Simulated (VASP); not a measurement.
Output of a VASP run:

OUTCAR:
```
 ion  position               nearest neighbor table
   1  0.333  0.667  0.250-   2 3.55   2 3.55   2 3.55   2 3.55   2 3.55   2 3.55
   2  0.667  0.333  0.750-   1 3.55   1 3.55   1 3.55   1 3.55   1 3.55   1 3.55
  LATTYP: Found a hexagonal cell.
 ALAT       =     3.6786862001
 C/A-ratio  =     1.5435596888
 Subroutine PRICEL returns:
 Original cell was already a primitive cell.
 Subroutine GETGRP returns: Found 24 space group operations
The static configuration has the point symmetry D_3d.
 The point group associated with its full space group is D_6h.
The dynamic configuration has the point symmetry D_3d.
 Subroutine INISYM returns: Found 24 space group operations
 Subroutine IBZKPT returns following result:
 Found     56 irreducible k-points:

 Following reciprocal coordinates:
            Coordinates               Weight
  0.000000  0.000000  0.000000      1.000000
  0.100000  0.000000  0.000000      6.000000
  0.200000  0.000000  0.000000      6.000000
  0.300000  0.000000  0.000000      6.000000
  0.400000  0.000000  0.000000      6.000000
  0.500000  0.000000  0.000000      3.000000
  0.100000  0.100000  0.000000      6.000000
  0.200000  0.100000  0.000000     12.000000
  0.300000  0.100000  0.000000     12.000000
  0.400000  0.100000  0.000000     12.000000
  0.200000  0.200000  0.000000      6.000000
  0.300000  0.200000  0.000000     12.000000
  0.400000  0.200000  0.000000      6.000000
  0.300000  0.300000  0.000000      6.000000
  0.000000  0.000000  0.166667      2.000000
  0.100000  0.000000  0.166667     12.000000
  0.200000  0.000000  0.166667     12.000000
  0.300000  0.000000  0.166667     12.000000
  0.400000  0.000000  0.166667     12.000000
  0.500000  0.000000  0.166667      6.000000
  0.100000  0.100000  0.166667     12.000000
  0.200000  0.100000  0.166667     24.000000
  0.300000  0.100000  0.166667     24.000000
  0.400000  0.100000  0.166667     24.000000
  0.200000  0.200000  0.166667     12.000000
  0.300000  0.200000  0.166667     24.000000
  0.400000  0.200000  0.166667     12.000000
  0.300000  0.300000  0.166667     12.000000
  0.000000  0.000000  0.333333      2.000000
  0.100000  0.000000  0.333333     12.000000
  0.200000  0.000000  0.333333     12.000000
  0.300000  0.000000  0.333333     12.000000
  0.400000  0.000000  0.333333     12.000000
  0.500000  0.000000  0.333333      6.000000
  0.100000  0.100000  0.333333     12.000000
  0.200000  0.100000  0.333333     24.000000
  0.300000  0.100000  0.333333     24.000000
  0.400000  0.100000  0.333333     24.000000
  0.200000  0.200000  0.333333     12.000000
  0.300000  0.200000  0.333333     24.000000
   k-points           NKPTS =     56   k-points in BZ     NKDIM =     56   number of bands    NBANDS=     13
   number of dos      NEDOS =    301   number of ions     NIONS =      2
   total plane-waves  NPLWV =  32928
   dimension x,y,z NGX =    28 NGY =   28 NGZ =   42
   dimension x,y,z NGXF=    56 NGYF=   56 NGZF=   84
   ions per type =               2
   PREC   = accura    normal or accurate (medium, high low for compatibility)
   ISTART =      0    job   : 0-new  1-cont  2-samecut
   ICHARG =      2    charge: 1-file 2-atom 10-const
   ISPIN  =      1    spin polarized calculation?
   LNONCOLLINEAR =      F non collinear calculations
   LSORBIT =      F    spin-orbit coupling
   INIWAV =      1    electr: 0-lowe 1-rand  2-diag
   ENCUT  =  520.0 eV  38.22 Ry    6.18 a.u.   6.84  6.84 10.56*2*pi/ulx,y,z
   NELM   =    100;   NELMIN=  2; NELMDL= -5     # of ELM steps
   EDIFF  = 0.1E-05   stopping-criterion for ELM
   LREAL  =      F    real-space projection
   NLSPLINE    = F    spline interpolate recip. space projectors
   LMAXMIX     =    6 max onsite mixed and CHGCAR
   VOSKOWN=      0    Vosko Wilk Nusair interpolation
   EDIFFG = -.1E-01   stopping-criterion for IOM
   NSW    =     60    number of steps for IOM
...
```

**OSZICAR**
```
       N       E                     dE             d eps       ncg     rms          rms(c)
DAV:   1     0.522760616168E+02    0.52276E+02   -0.87493E+03  1464   0.123E+03
DAV:   2    -0.467976786741E+01   -0.56956E+02   -0.55989E+02  1461   0.317E+02
DAV:   3    -0.825697829422E+01   -0.35772E+01   -0.33277E+01  2036   0.418E+01
DAV:   4    -0.838828515323E+01   -0.13131E+00   -0.12632E+00  1938   0.879E+00
DAV:   5    -0.839247873592E+01   -0.41936E-02   -0.41906E-02  2104   0.111E+00    0.234E+01
DAV:   6    -0.839592470993E+01   -0.34460E-02   -0.26164E-02  2204   0.154E+00    0.140E+01
DAV:   7    -0.840679875748E+01   -0.10874E-01   -0.50331E-02  2122   0.217E+00    0.256E-01
DAV:   8    -0.840660533384E+01    0.19342E-03   -0.27027E-03  1836   0.444E-01    0.628E-02
DAV:   9    -0.840663586371E+01   -0.30530E-04   -0.22270E-04  2002   0.138E-01    0.354E-02
DAV:  10    -0.840662823499E+01    0.76287E-05   -0.42388E-05  1939   0.514E-02    0.511E-02
DAV:  11    -0.840663000606E+01   -0.17711E-05   -0.61823E-06  1701   0.209E-02    0.121E-03
DAV:  12    -0.840663029018E+01   -0.28412E-06   -0.36463E-07   973   0.662E-03
   1 F= -.84066303E+01 E0= -.84078079E+01  d E =-.840663E+01
       N       E                     dE             d eps       ncg     rms          rms(c)
DAV:   1    -0.840690397723E+01   -0.27397E-03   -0.54183E-03  1486   0.594E-01    0.972E-02
DAV:   2    -0.840674039284E+01    0.16358E-03   -0.37223E-04  1646   0.204E-01    0.420E-02
DAV:   3    -0.840666325426E+01    0.77139E-04   -0.17414E-04  2189   0.108E-01    0.138E-02
DAV:   4    -0.840666095634E+01    0.22979E-05   -0.13448E-05  1994   0.320E-02    0.972E-03
DAV:   5    -0.840665946119E+01    0.14951E-05   -0.12004E-06  1095   0.945E-03    0.101E-03
DAV:   6    -0.840665944309E+01    0.18106E-07   -0.66936E-08   863   0.307E-03
   2 F= -.84066594E+01 E0= -.84078459E+01  d E =-.291529E-04
```

**OUTCAR**
```
------------------------ aborting loop because EDIFF is reached ----------------------------------------
  FORCE on cell =-STRESS in cart. coord.  units (eV):
  Direction    XX          YY          ZZ          XY          YZ          ZX
  --------------------------------------------------------------------------------------
  Total       -0.0001911     -0.0001911     -0.0097340      0.0000000      0.0000000     -0.0000000
  in kB       -0.0045919     -0.0045919     -0.2338986      0.0000000      0.0000000     -0.0000000
  external PRESSURE =      -0.0810275 kB  Pullay stress =       0.0000000 kB
  volume of cell :       66.68
      direct lattice vectors                 reciprocal lattice vectors
     1.840906118 -3.188542713 -0.000000000     0.271605377 -0.156811448  0.000000000
     1.840906118  3.188542713 -0.000000000     0.271605377  0.156811448 -0.000000000
     0.000000000  0.000000000  5.679607073     0.000000000  0.000000000  0.176068518
 POSITION                                       TOTAL-FORCE (eV/Angst)
 -----------------------------------------------------------------------------------
      1.84091      1.06285      1.41990        -0.000000      0.000000      0.000000
      1.84091     -1.06285      4.25971         0.000000     -0.000000      0.000000
 -----------------------------------------------------------------------------------
    total drift:                                0.000000      0.000106     -0.000011
  FREE ENERGIE OF THE ION-ELECTRON SYSTEM (eV)
  ---------------------------------------------------
  free  energy   TOTEN  =        -8.4066594431 eV

  energy  without entropy=       -8.4102187798  energy(sigma->0) =       -8.40784589

 reached required accuracy - stopping structural energy minimisation
```
(Selected blocks of OUTCAR.)

### POSCAR
```
Dy
1
    1.8393431929    -3.1858356482     0.0000000000
    1.8393431929     3.1858356482    -0.0000000000
    0.0000000000    -0.0000000000     5.6782717260
Dy
2
Direct
  0.3333330000   0.6666670000   0.2500000000
  0.6666670000   0.3333330000   0.7500000000
```

**Question.** Reconstruct the remaining input files.

**Answer.** This is not unique; one that fits is the input of the run itself, RPBE GGA, plane waves, VASP's PBE PAW potentials (set 64).

**INCAR**
```
SYSTEM = Dy
PREC = Accurate; ENCUT = 520; LREAL = .FALSE.
LASPH = .TRUE.
EDIFF = 1E-6; NELM = 100; ALGO = Normal
LMAXMIX = 6
ISMEAR = 1; SIGMA = 0.1
GGA = RP
IBRION = 2; NSW = 60; ISIF = 3
EDIFFG = -0.01
LWAVE = .FALSE.; LCHARG = .FALSE.
```

### KPOINTS
```
Automatic
0
Gamma
  10 10 6
```

POTCAR, in this order: Dy_3 (PBE.64 set). Program: vasp_std.

The 4f electrons are frozen in the core of the lanthanide potential, so 4f levels, which can set the real gap, and their magnetism are missing.

The compound is Dy in the hcp structure. This run relaxes it. Symmetry was kept, so distortions that lower it aren't found. The start is the result of an earlier pass.
